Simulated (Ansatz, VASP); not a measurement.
# Cross-check of Sb2O3 (Senarmontite) between VASP and Ansatz, part 2 of 2

Aim: how closely do two programs agree when they are given the same cell, functional and k mesh? The two relaxations start from unlike cells of this crystal (the structure described is Ansatz's start), so only their ends are compared.

VASP 6.6.1 and Ansatz 0.2.0.

So far: The structure; VASP: relaxation of cell and atoms, LDA.

### Step 3. Ansatz: relaxation of cell and atoms, LDA

Level of this step: Ansatz beside VASP: Kohn-Sham DFT, plane waves, LDA (Ansatz).

Ansatz runs on its PAW soft_1 files.

Its own start cell and the same functional (in two slightly different forms), mesh and smearing now go to Ansatz.

The input, input.yaml:

```yaml
crystal:
  lattice:
    - [0.0, 5.3687885686, 5.3687885686]
    - [5.3687885686, 0.0, 5.3687885686]
    - [5.3687885686, 5.3687885686, 0.0]
  atoms:
    - { symbol: Sb, position: [0.8798259441, 0.8798259441, 0.8798259441] }
    - { symbol: Sb, position: [0.8894778324, 0.3701740559, 0.3701740559] }
    - { symbol: Sb, position: [0.8798259441, 0.8798259441, 0.3605221676] }
    - { symbol: Sb, position: [0.3701740559, 0.8894778324, 0.3701740559] }
    - { symbol: Sb, position: [0.3605221676, 0.8798259441, 0.8798259441] }
    - { symbol: Sb, position: [0.3701740559, 0.3701740559, 0.3701740559] }
    - { symbol: Sb, position: [0.8798259441, 0.3605221676, 0.8798259441] }
    - { symbol: Sb, position: [0.3701740559, 0.3701740559, 0.8894778324] }
    - { symbol: O, position: [0.8067630132, 0.1932369868, 0.1932369868] }
    - { symbol: O, position: [0.4432369868, 0.0567630132, 0.4432369868] }
    - { symbol: O, position: [0.1932369868, 0.8067630132, 0.8067630132] }
    - { symbol: O, position: [0.0567630132, 0.4432369868, 0.0567630132] }
    - { symbol: O, position: [0.1932369868, 0.8067630132, 0.1932369868] }
    - { symbol: O, position: [0.4432369868, 0.4432369868, 0.0567630132] }
    - { symbol: O, position: [0.8067630132, 0.1932369868, 0.8067630132] }
    - { symbol: O, position: [0.0567630132, 0.0567630132, 0.4432369868] }
    - { symbol: O, position: [0.4432369868, 0.0567630132, 0.0567630132] }
    - { symbol: O, position: [0.1932369868, 0.1932369868, 0.8067630132] }
    - { symbol: O, position: [0.0567630132, 0.4432369868, 0.4432369868] }
    - { symbol: O, position: [0.8067630132, 0.8067630132, 0.1932369868] }
kpoints:
  mp_grid: { grid: [2, 2, 2] }
hamiltonian:
  xc: lda
  pseudopotentials: { kind: paw, azcp: { folder: soft_1 }, xc_functional: pbe }
scf:
  occupations: { method: gaussian, width: 0.02 }
output:
  forces: true
  stress: true
  eigenvalues: true
  write_density: true
  write_potential: true
  elf: true
  volumetric_format: npy
basis:
  ecutwfc: 260.0
relax:
  adjacent_minimum: "off"
  f_tol: 0.005
  max_steps: 80
  cell: { stress_tol: 0.05 }
```

Run with:

```console
ansatz run input.yaml --threads 4 --pin off --max-ram 8192MiB --backend cpu --events-out ev --progress --plain --runs-dir out
```

Numbers of over 12 decimals in the logs are rounded to 6 here.

Output:

```text
Warning: basis.ecutwfc = 260 eV is below the records' recommended 420 eV, and the density's cutoff is lower with it unless basis.ecutrho_ratio is high enough to keep the records' density cutoff: compare with a run at a higher cutoff
Engine: ansatz 0.2.0, x86_64-unknown-linux-gnu
Pseudopotentials: kind: paw
Pseudopotential: Sb, paw, valence charge 15, recommended cutoff 420 eV (normal), soft_1/Sb.paw.azcp
Pseudopotential: O, paw, valence charge 6, recommended cutoff 420 eV (normal), soft_1/O.paw.azcp
Functional definition: SPW92
  exchange = slater_x
  correlation = pw_c
Crystal: 20 atoms, lattice volume = 309.499 Å³
Basis set: ecut = 260 eV, 2891 PW (Γ)
Bands: 116, of which v1, the nominal top of the filled ones, is band 96 counted from 1 (95 counted from 0)
Symmetry: 48 space group operations
Space group: Fd-3m (ITA 227), of the structure as read, at distance tolerance 6.8e-5 Å
k-points: 3 of 8
Non-local potential: Sb, projectors of the file, l = 0: 2, l = 1: 2, l = 2: 2, l = 3: 1
Non-local potential: O, projectors of the file, l = 0: 2, l = 1: 2, l = 2: 1
PAW form: soft (Blöchl's): semilocal exchange-correlation on the pseudo side does not see the compensation charge
PAW frozen core: Sb, regenerated for the run's functional, and the local potential with it (the file was generated under x = pbe(κ = 0.804, μ = 0.219515), c = pbe(β = 0.066725))
PAW frozen core: O, regenerated for the run's functional, and the local potential with it (the file was generated under x = pbe(κ = 0.804, μ = 0.219515), c = pbe(β = 0.066725))
PAW one-centre angular grid: Sb, 590 points (default); XC on 64 Gauss nodes
PAW one-centre angular grid: O, 110 points (default); XC on 64 Gauss nodes
Initial density: superposition of atomic densities (chi_scale 0.1, normalization cell, long waves kept (reshape's long-wave potential 0.39 eV rms))
Initial wavefunctions: pseudopotential atomic-orbital guess
Functional: x = slater, c = lda
SCF iter   1: F=—  HF=-57333.317794 eV  |F-HF|=—  |Δ(HF+E_count)|=         —  Δρ=6.14e-2  dr2=8.61e0  ethr=3.10e-3  ⟨swp⟩=6.0  Hψ=1377  notcnv=0
preconditioner: auto → Resta (q_TF=auto, 2.520 Å⁻¹)  ε∞=2.9  [insulator: Δε(μ)=2.833 eV  Ē_g=21.458 eV  σ=0.020 eV  W_gap=1.00  n_scr=64 (ndim 8)  ℏωp=29.2 eV  f_vac=0.019  D(μ)=0.00/eV (n_scr^D=0)  ε∞_Penn≈2.9]
SCF iter   2: F=—  HF=-57331.007977 eV  |F-HF|=—  |Δ(HF+E_count)|=    2.31e0  Δρ=3.04e-2  dr2=1.94e0  ethr=3.10e-3  ⟨swp⟩=3.0  Hψ=710  notcnv=0  defer=43
SCF iter   3: F=—  HF=-57330.464692 eV  |F-HF|=—  |Δ(HF+E_count)|=   5.43e-1  Δρ=9.13e-3  dr2=1.53e-1  ethr=1.01e-3  ⟨swp⟩=2.0  Hψ=512  notcnv=0  defer=43
SCF iter   4: F=—  HF=-57330.434565 eV  |F-HF|=—  |Δ(HF+E_count)|=   3.01e-2  Δρ=3.01e-3  dr2=3.31e-2  ethr=7.96e-5  ⟨swp⟩=2.0  Hψ=489  notcnv=0  defer=43
[...]
k-point 1: bands = [... 92 lower, 7.7891, 7.7891, 7.9931, 7.9931, 11.3427, 11.6416, 11.6416, 12.2746, ... 16 higher]
  k-point 2: bands = [... 92 lower, 7.7367, 7.7367, 7.9717, 7.9717, 11.7600, 11.7600, 12.1318, 12.1318, ... 16 higher]
--- Relaxed structure (26 steps of the walk, 23 accepted, 15 SCFs on fresh bases) ---
  F+E_penalty+E_count = -57330.52980010 eV   max|allowed force component| = 4.983e-3 eV/Å   (the final SCF, on the basis selected at the relaxed cell)
  cell:  # Å, volume = 313.2911 Å³
    - [0, 5.390628, 5.390628]
    - [5.390628, 0, 5.390628]
    - [5.390628, 5.390628, 0]
  atoms:
    - { symbol: Sb, position: [0.880442, 0.880442, 0.880442] }
    - { symbol: Sb, position: [0.891327, 0.369558, 0.369558] }
    - { symbol: Sb, position: [0.880442, 0.880442, 0.358673] }
    - { symbol: Sb, position: [0.369558, 0.891327, 0.369558] }
    - { symbol: Sb, position: [0.358673, 0.880442, 0.880442] }
    - { symbol: Sb, position: [0.369558, 0.369558, 0.369558] }
    - { symbol: Sb, position: [0.880442, 0.358673, 0.880442] }
    - { symbol: Sb, position: [0.369558, 0.369558, 0.891327] }
    - { symbol: O, position: [0.807246, 0.192754, 0.192754] }
    - { symbol: O, position: [0.442754, 0.057246, 0.442754] }
    - { symbol: O, position: [0.192754, 0.807246, 0.807246] }
    - { symbol: O, position: [0.057246, 0.442754, 0.057246] }
    - { symbol: O, position: [0.192754, 0.807246, 0.192754] }
    - { symbol: O, position: [0.442754, 0.442754, 0.057246] }
    - { symbol: O, position: [0.807246, 0.192754, 0.807246] }
    - { symbol: O, position: [0.057246, 0.057246, 0.442754] }
    - { symbol: O, position: [0.442754, 0.057246, 0.057246] }
    - { symbol: O, position: [0.192754, 0.192754, 0.807246] }
    - { symbol: O, position: [0.057246, 0.442754, 0.442754] }
    - { symbol: O, position: [0.807246, 0.807246, 0.192754] }
```

In the SCF lines HF is the Harris–Foulkes energy and dr2 the Hartree energy of the density residual, in eV; the loop may stop once dr2 is under the threshold and the program's other checks hold. Hψ counts applications of the Hamiltonian.

### Step 4. Differences

Known differences besides the potentials themselves: the two LDA forms differ slightly; the data sets hold 192 valence electrons in Ansatz (on its PAW soft_1 files) and 112 in VASP; the cutoff is 260 eV in Ansatz and 600 eV in VASP; VASP's log shows a relativistic correction to its local exchange, Ansatz's none; Ansatz's log warns that its cutoff lies below the recommended one. Total energies have different zeros and are not compared.

Compared:

| quantity | Ansatz | VASP | difference |
| --- | --- | --- | --- |
| volume (Å³) | 313.29 | 316.03 | -0.87 % |
| edge a after relaxation, in the typed setting (Å) | 7.623 | 7.646 | -0.29 % |

### Step 5. Outcome

- difference in volume (relaxation of cell and atoms, LDA): -0.87 %

In words: The difference in volume is -0.87 % (relaxation of cell and atoms, LDA), within the 1.2 % picked in this series as the mark of a large difference, as far as the stopping tolerances let one tell. The data sets hold unlike numbers of valence electrons (192 in Ansatz and 112 in VASP), so part of the differences comes from the potentials. 1 further run of this series is not shown here. Such differences can come from data sets, numerical settings and the points named under the comparisons, not from the functional's error against experiment.

[Lines on the potential files, build, host, timing and source positions are cut from VASP's logs without a mark.]

[Logs are printed without paths, hosts, clocks, repeated set-up lines and the standing remarks that a program may print on its own settings, such as how far it seeks lower states.]

[Hosts, paths, dates, database ids (printed as entryN), source tags and the programs' standing remarks are cut or masked in the printed files.]
